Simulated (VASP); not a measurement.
Consider the following.

```yaml
crystal:
  lattice:
    - [4.33094, 0.00000, 0.00000]
    - [-2.16547, 3.75070, 0.00000]
    - [0.00000, 0.00000, 7.40623]
  atoms:
    - { symbol: Ba, position: [0.00000, 0.00000, 0.00000] }
    - { symbol: Cd, position: [0.66667, 0.33333, 0.36925] }
    - { symbol: Cd, position: [0.33333, 0.66667, 0.63075] }
    - { symbol: P, position: [0.66667, 0.33333, 0.73430] }
    - { symbol: P, position: [0.33333, 0.66667, 0.26570] }
```

Computed with LDA (Ceperley-Alder, Perdew-Zunger), VASP's LDA PAW potentials (set 64) (plane waves; VASP). Numerical set-up: 400 eV cut-off, Gaussian smearing of 0.050 eV, potentials Ba_sv Cd P.

Unless said otherwise, spin-orbit coupling is left out, though it shifts the bands of the heavy elements here.

Question: Estimate the band gap (along the path) with the smallest direct gap where there is one.

Answer: 
| Property | Result |
|---|---|
| band gap (along the path) | 0.67 eV |
| smallest direct gap (along the path) | 0.78 eV |

Only differences to runs with the same potentials and settings are physical.

The structure comes from a computed database's BaCd2P2 entry (P-3m1); how it stands against other phases isn't given here. It was relaxed first, which changed the volume by -7 %.
